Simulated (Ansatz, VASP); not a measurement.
# Hf16S (S/Hf(0001)) in two plane-wave programs, part 2 of 2

One calculation is typed for both programs; each brings its own data sets. How far apart do they land? The structure shown is the start of the Ansatz relaxation below; VASP solves that cell, so the two are compared at the walk's first step.

VASP 6.6.1 and Ansatz 0.2.0.

So far: The starting structure; Ansatz: relaxation, PBEsol.

### 3. VASP: single point, PBEsol, start cell

Level of this step: PBEsol; plane waves and PAW (Hf_pv, S) (VASP).

The same cell, functional, mesh and smearing now go to VASP, with its own data sets.

Lines of VASP's logs that name or quote its potential files are left out, and so is its time.

INCAR reads:

```
SYSTEM = Hf16S
PREC = Accurate
ENCUT = 400
EDIFF = 1E-06
NELM = 120
ISMEAR = -1
SIGMA = 0.1
LREAL = .FALSE.
ALGO = Normal
GGA = PS
NBANDS = 102
LASPH = .TRUE.
LORBIT = 11
LWAVE = .FALSE.
LCHARG = .FALSE.
ISIF = 2
LDIPOL = .TRUE.
IDIPOL = 3
DIPOL = 0.5 0.5 0.473
LVHAR = .TRUE.
GGA_COMPAT = .FALSE.
NELMDL = -8
KPAR = 4
```

POSCAR reads:

```
Hf16S
1.0
    6.4000000000      0.0000000000      0.0000000000
    3.2000000000      5.5425625842      0.0000000000
    0.0000000000      0.0000000000     27.7227404283
Hf S
16 1
Direct
    0.3333333810      0.3333332645      0.3246432301
    0.0000000476      0.9999999311      0.4159473350
    0.3333333810      0.3333332645      0.5089135772
    0.0000000476      0.9999999311      0.5928621322
    0.3333333810      0.8333332381      0.3246432301
    0.0000000476      0.4999999048      0.4159473350
    0.3333333810      0.8333332381      0.5089135772
    0.0000000476      0.4999999048      0.5928621322
    0.8333333546      0.3333332645      0.3246432301
    0.5000000213      0.9999999311      0.4159473350
    0.8333333546      0.3333332645      0.5089135772
    0.5000000213      0.9999999311      0.5928621322
    0.8333333722      0.8333332557      0.3246432301
    0.5000000388      0.4999999223      0.4159473350
    0.8333333722      0.8333332557      0.5089135772
    0.5000000388      0.4999999223      0.5928621322
    0.1666667055      0.1666665890      0.6753567544
```

KPOINTS reads:

```
Automatic mesh
0
Gamma
6 6 1
0 0 0
```

PAW data sets: Hf_pv and S (PBE family, release 64).

Started as:

```bash
mpirun -np 4 vasp_std
```

Numbers of over 12 decimals in the logs are rounded to 6 here.

Log:

```text
[banner, memory and clock lines left out]
running    4 mpi-ranks, on    1 nodes
 distrk:  each k-point on    1 cores,    4 groups
 distr:  one band on    1 cores,    1 groups

 POSCAR found type information on POSCAR HfS
 POSCAR found :  2 types and      17 ions
|                                                                             |
|               ----> ADVICE to this user running VASP <----                  |
|                                                                             |
|     You have a (more or less) 'large supercell' and for larger cells it     |
|     might be more efficient to use real-space projection operators.         |
|     Therefore, try LREAL= Auto in the INCAR file.                           |
|     Mind: For very accurate calculation, you might also keep the            |
|     reciprocal projection scheme (i.e. LREAL=.FALSE.).                      |
|                                                                             |

|                                                                             |
|               ----> ADVICE to this user running VASP <----                  |
|                                                                             |
|     You enforced a specific xc type in the INCAR file but a different       |
|     [... a line on the potential file left out ...]
|     I HOPE YOU KNOW WHAT YOU ARE DOING!                                     |
|                                                                             |

 LDA part: xc-table for (Slater+PW92), standard interpolation
 POSCAR, INCAR and KPOINTS ok, starting setup
 FFT: planning ... GRIDC
 FFT: planning ... GRID_SOFT
 FFT: planning ... GRID
 WAVECAR not read
 entering main loop
       N       E                     dE             d eps       ncg     rms          rms(c)
DAV:   1     0.702023829592E+03    0.70202E+03   -0.80819E+04  1900   0.112E+03
DAV:   2    -0.113795584187E+03   -0.81582E+03   -0.79215E+03  1722   0.293E+02
DAV:   3    -0.174392124189E+03   -0.60597E+02   -0.58227E+02  1688   0.580E+01
DAV:   4    -0.179305286749E+03   -0.49132E+01   -0.47707E+01  2064   0.139E+01
DAV:   5    -0.179477607933E+03   -0.17232E+00   -0.16884E+00  1952   0.249E+00
DAV:   6    -0.179491461193E+03   -0.13853E-01   -0.13620E-01  2024   0.555E-01
DAV:   7    -0.179492417424E+03   -0.95623E-03   -0.94306E-03  1952   0.126E-01
DAV:   8    -0.179492551197E+03   -0.13377E-03   -0.13240E-03  2016   0.323E-02    0.185E+02
DAV:   9    -0.218207904994E+03   -0.38715E+02   -0.23579E+02  2072   0.341E+01    0.996E+01
DAV:  10    -0.863519850230E+03   -0.64531E+03   -0.10156E+04  2072   0.113E+02    0.123E+02
DAV:  11    -0.279952915652E+03    0.58357E+03   -0.27050E+03  2090   0.929E+01    0.115E+02
DAV:  12    -0.234188522327E+03    0.45764E+02   -0.61944E+02  1896   0.445E+01    0.972E+01
DAV:  13    -0.200884478399E+03    0.33304E+02   -0.14442E+02  1960   0.200E+01    0.862E+01
DAV:  14    -0.198884051695E+03    0.20004E+01   -0.13030E+01  1920   0.657E+00    0.803E+01
[...]
DAV:  67    -0.166126448676E+03   -0.14113E-04   -0.85213E-06  1704   0.103E-02    0.996E-02
DAV:  68    -0.166126465337E+03   -0.16661E-04   -0.25598E-06  1208   0.518E-03    0.864E-02
DAV:  69    -0.166126478950E+03   -0.13613E-04   -0.46743E-06  1456   0.852E-03    0.551E-02
DAV:  70    -0.166126497196E+03   -0.18246E-04   -0.47173E-06  1472   0.750E-03    0.286E-02
DAV:  71    -0.166126512270E+03   -0.15074E-04   -0.14233E-06  1032   0.338E-03    0.229E-02
DAV:  72    -0.166126518160E+03   -0.58897E-05   -0.81179E-07   896   0.355E-03    0.166E-02
DAV:  73    -0.166126519743E+03   -0.15832E-05   -0.97312E-07   864   0.389E-03    0.169E-02
DAV:  74    -0.166126519509E+03    0.23336E-06   -0.52825E-07   864   0.257E-03
   1 F= -.16612652E+03 E0= -.16576247E+03  d E =-.728095E+00
```

OUTCAR, selected parts (step 3):

```text
ion  position               nearest neighbor table
   1  0.333  0.333  0.325-  14 3.13  10 3.13   6 3.13   5 3.20   9 3.20  13 3.20  13 3.20   5 3.20
                             9 3.20
   2  0.000  1.000  0.416-   9 3.13   5 3.13  13 3.13  11 3.17   7 3.17  15 3.17   6 3.20  10 3.20
                            14 3.20  14 3.20   6 3.20  10 3.20
   3  0.333  0.333  0.509-  16 2.97  12 2.97   8 2.97  14 3.17  10 3.17   6 3.17   7 3.20  11 3.20
                            15 3.20  15 3.20   7 3.20  11 3.20
   4  0.000  1.000  0.593-  17 2.94  11 2.97   7 2.97  15 2.97   8 3.20  12 3.20  16 3.20  16 3.20
                             8 3.20  12 3.20
   5  0.333  0.833  0.325-  14 3.13  10 3.13   2 3.13   9 3.20   1 3.20  13 3.20  13 3.20   1 3.20
                             9 3.20
   6  0.000  0.500  0.416-   9 3.13   1 3.13  13 3.13  11 3.17   3 3.17  15 3.17  10 3.20   2 3.20
                            14 3.20  14 3.20  10 3.20   2 3.20
   7  0.333  0.833  0.509-  16 2.97  12 2.97   4 2.97  14 3.17  10 3.17   2 3.17  11 3.20   3 3.20
                            15 3.20  15 3.20   3 3.20  11 3.20
   8  0.000  0.500  0.593-  17 2.94  11 2.97   3 2.97  15 2.97   4 3.20  12 3.20  16 3.20  16 3.20
                            12 3.20   4 3.20
   9  0.833  0.333  0.325-  14 3.13   6 3.13   2 3.13   5 3.20   1 3.20  13 3.20  13 3.20   5 3.20
                             1 3.20
  10  0.500  1.000  0.416-   5 3.13   1 3.13  13 3.13   7 3.17   3 3.17  15 3.17   6 3.20   2 3.20
                            14 3.20  14 3.20   6 3.20   2 3.20
  11  0.833  0.333  0.509-  16 2.97   8 2.97   4 2.97  14 3.17   6 3.17   2 3.17   7 3.20   3 3.20
                            15 3.20  15 3.20   7 3.20   3 3.20
  12  0.500  1.000  0.593-  17 2.94   7 2.97   3 2.97  15 2.97   8 3.20   4 3.20  16 3.20  16 3.20
                             8 3.20   4 3.20
  13  0.833  0.833  0.325-   2 3.13   6 3.13  10 3.13   9 3.20   1 3.20   9 3.20   1 3.20   5 3.20
                             5 3.20
  14  0.500  0.500  0.416-   1 3.13   5 3.13   9 3.13   3 3.17   7 3.17  11 3.17  10 3.20   6 3.20
                             2 3.20   2 3.20  10 3.20   6 3.20
  15  0.833  0.833  0.509-   4 2.97   8 2.97  12 2.97   2 3.17   6 3.17  10 3.17   3 3.20  11 3.20
                            11 3.20   3 3.20   7 3.20   7 3.20
  16  0.500  0.500  0.593-   3 2.97   7 2.97  11 2.97  12 3.20   8 3.20   4 3.20   4 3.20  12 3.20
                             8 3.20
  17  0.167  0.167  0.675-   8 2.94  12 2.94   4 2.94

  LATTYP: Found a hexagonal cell.
 ALAT       =     6.4000000000
 C/A-ratio  =     4.3316781919

 Subroutine GETGRP returns: Found  6 space group operations
 (whereof  2 operations were pure point group operations)

The static configuration has the point symmetry C_1h.
 The point group associated with its full space group is C_3v.

 Found      7 irreducible k-points:

   k-points           NKPTS =      7   k-points in BZ     NKDIM =      7   number of bands    NBANDS=    102

   dimension x,y,z NGX =    42 NGY =   42 NGZ =  192
   dimension x,y,z NGXF=    84 NGYF=   84 NGZF=  384

   ENCUT  =  400.0 eV  29.40 Ry    5.42 a.u.  10.44 10.44 45.21*2*pi/ulx,y,z

   NELECT =     166.0000    total number of electrons

 k-points in reciprocal lattice and weights: Automatic mesh
   0.00000000  0.00000000  0.00000000       0.028
   0.16666667  0.00000000  0.00000000       0.167
   0.33333333  0.00000000  0.00000000       0.167
   0.50000000  0.00000000  0.00000000       0.083
   0.33333333  0.16666667  0.00000000       0.167
   0.50000000  0.16666667  0.00000000       0.333
  -0.33333333  0.33333333  0.00000000       0.056

 dipolmoment           0.000000      0.000000      0.180714 electrons x Angstroem

 average (electrostatic) potential at core
       1 -43.4344       2 -42.9855       3 -42.7702       4 -43.2568       5 -43.4344
       6 -42.9855       7 -42.7702       8 -43.2568       9 -43.4344      10 -42.9855
      11 -42.7702      12 -43.2568      13 -43.4350      14 -42.9533      15 -42.7388
      16 -43.3791      17 -92.0516

 E-fermi :  -1.0932

 k-point     1 :       0.0000    0.0000    0.0000
  band No.  band energies     occupation
    ...
     74      -2.1640      1.99996
     75      -1.9783      1.99971
     76      -1.8756      1.99920
     77      -1.8756      1.99920
     78      -1.2127      1.53525
     79      -0.9459      0.37315
     80      -0.9025      0.25876
     81      -0.9025      0.25876
     82      -0.7764      0.08080
     83      -0.5206      0.00650
    ...

 k-point     2 :       0.1667    0.0000    0.0000
  band No.  band energies     occupation
    ...
     75      -1.9991      1.99977
     76      -1.8720      1.99917
     77      -1.8189      1.99859
     78      -1.3037      1.78288
     79      -1.0496      0.78544
     80      -0.9436      0.36596
     81      -0.9260      0.31630
     82      -0.8686      0.19147
     83      -0.6811      0.03194
     84      -0.6735      0.02963
    ...

 k-point     3 :       0.3333    0.0000    0.0000
  band No.  band energies     occupation
    ...
     80      -1.2121      1.53322
     81      -1.2015      1.49434
     82      -1.1340      1.20106
     83      -1.1014      1.04079
     84      -1.0006      0.56765
     85      -0.9788      0.48320
     86      -0.8356      0.14138
     87      -0.7512      0.06335
     88      -0.6965      0.03717
     89      -0.6584      0.02555
    ...

  Total      -15.0688001    -15.0688001    -16.8791531      0.0000000      0.0000000      0.0000000
  in kB      -24.5506229    -24.5506229    -27.5001142      0.0000000      0.0000000      0.0000000
  external PRESSURE =     -25.5337867 kB  Pullay stress =       0.0000000 kB

  energy-cutoff  :      400.00
  volume of cell :      983.39
      direct lattice vectors                 reciprocal lattice vectors
     6.400000000  0.000000000  0.000000000     0.156250000 -0.090210980  0.000000000
     3.200000000  5.542562584  0.000000000     0.000000000  0.180421959  0.000000000
     0.000000000  0.000000000 27.722740428     0.000000000  0.000000000  0.036071470

 POSITION                                       TOTAL-FORCE (eV/Angst)
 -----------------------------------------------------------------------------------
      3.20000      1.84752      9.00000         0.003757      0.002169      0.918863
      3.20000      5.54256     11.53120         0.011820      0.006825     -0.856444
      3.20000      1.84752     14.10848         0.070682      0.040808     -0.081990
      3.20000      5.54256     16.43576         0.080973      0.046750      1.390620
      4.80000      4.61880      9.00000         0.000000     -0.004338      0.918863
      1.60000      2.77128     11.53120         0.000000     -0.013649     -0.856444
      4.80000      4.61880     14.10848         0.000000     -0.081616     -0.081990
      1.60000      2.77128     16.43576        -0.000000     -0.093500      1.390620
      6.40000      1.84752      9.00000        -0.003757      0.002169      0.918863
      6.40000      5.54256     11.53120        -0.011820      0.006825     -0.856444
      6.40000      1.84752     14.10848        -0.070682      0.040808     -0.081990
      6.40000      5.54256     16.43576        -0.080973      0.046750      1.390620
      8.00000      4.61880      9.00000         0.000000     -0.000000      0.928187
      4.80000      2.77128     11.53120         0.000000     -0.000000     -0.952658
      8.00000      4.61880     14.10848         0.000000     -0.000000     -0.492919
      4.80000      2.77128     16.43576         0.000000     -0.000000      0.033415
      1.60000      0.92376     18.72274         0.000000     -0.000000     -3.629170
 -----------------------------------------------------------------------------------
    total drift:                                0.000017      0.001063      0.004618

  FREE ENERGIE OF THE ION-ELECTRON SYSTEM (eV)
  ---------------------------------------------------
  free  energy   TOTEN  =      -166.1265195094 eV

  energy  without entropy=     -165.3984246299  energy(sigma->0) =     -165.76247207

 vacuum level on the upper side and lower side of the slab         4.271         3.350

 total charge
# of ion       s       p       d       tot
------------------------------------------
    1        0.408   6.260   1.490   8.158
    2        0.391   6.381   1.534   8.306
    3        0.399   6.414   1.593   8.407
    4        0.402   6.322   1.533   8.256
    5        0.408   6.260   1.490   8.158
    6        0.391   6.381   1.534   8.306
    7        0.399   6.414   1.593   8.407
    8        0.402   6.322   1.533   8.256
    9        0.408   6.260   1.490   8.158
   10        0.391   6.381   1.534   8.306
   11        0.399   6.414   1.593   8.407
   12        0.402   6.322   1.533   8.256
   13        0.408   6.259   1.491   8.158
   14        0.389   6.385   1.535   8.309
   15        0.404   6.406   1.601   8.411
   16        0.425   6.254   1.565   8.243
   17        1.353   2.222   0.000   3.575
--------------------------------------------------
tot          7.778 103.654  24.642 136.074

[... 3 further parts left out ...]
```

### 4. Differences

Known differences besides the potentials themselves: the data sets hold 422 valence electrons in Ansatz (on its default PAW (the set named soft_2) files) and 166 in VASP; the cutoff is 420 eV in Ansatz and 400 eV in VASP; Ansatz makes its cores anew for this functional, VASP keeps those of its PBE data sets. Total energies have different zeros and are not compared.

Forces on 8 of the 17 atoms, those with the largest forces and the largest differences (eV/Å; atoms numbered as in POSCAR):

| atom | Ansatz x, y, z | VASP x, y, z |
| --- | --- | --- |
| Hf1 | 0.004, 0.002, 0.886 | 0.004, 0.002, 0.919 |
| Hf4 | 0.073, 0.042, 1.423 | 0.081, 0.047, 1.391 |
| Hf8 | 0.000, -0.084, 1.423 | 0.000, -0.093, 1.391 |
| Hf12 | -0.073, 0.042, 1.423 | -0.081, 0.047, 1.391 |
| Hf13 | 0.000, 0.000, 0.895 | 0.000, 0.000, 0.928 |
| Hf14 | 0.000, 0.000, -0.936 | 0.000, 0.000, -0.953 |
| Hf16 | 0.000, 0.000, 0.076 | 0.000, 0.000, 0.033 |
| S17 | 0.000, 0.000, -3.609 | 0.000, 0.000, -3.629 |

The forces differ by 16 meV/Å r.m.s., which is 2.3 % of the r.m.s. force of 0.711 eV/Å (both taken over all components). With vacuum in the cell, a pressure given here is an average over mostly empty space and none of the material.

### 5. What came out

| Item | Value |
| --- | --- |
| r.m.s. force difference (single point, PBEsol, start cell) | 2.3 % of the r.m.s. force |

What this shows: The r.m.s. force difference is 2.3 % of the r.m.s. force (single point, PBEsol, start cell), within the 3 % picked in this series as the mark of a large difference. The data sets hold unlike numbers of valence electrons (422 in Ansatz and 166 in VASP), so part of the differences comes from the potentials. VASP runs on this material, other cells of it included, that failed, so that no pair exists: single point, PBEsol (timeout). How closely two codes agree says nothing of how well the functional describes the real material.

[Lines on the potential files, build, host, timing and source positions are cut from VASP's logs without a mark.]

[Logs are printed without paths, hosts, clocks, repeated set-up lines and the standing remarks that a program may print on its own settings, such as how far it seeks lower states.]

[Hosts, paths, dates, database ids (printed as entryN), source tags and the programs' standing remarks are cut or masked in the printed files.]
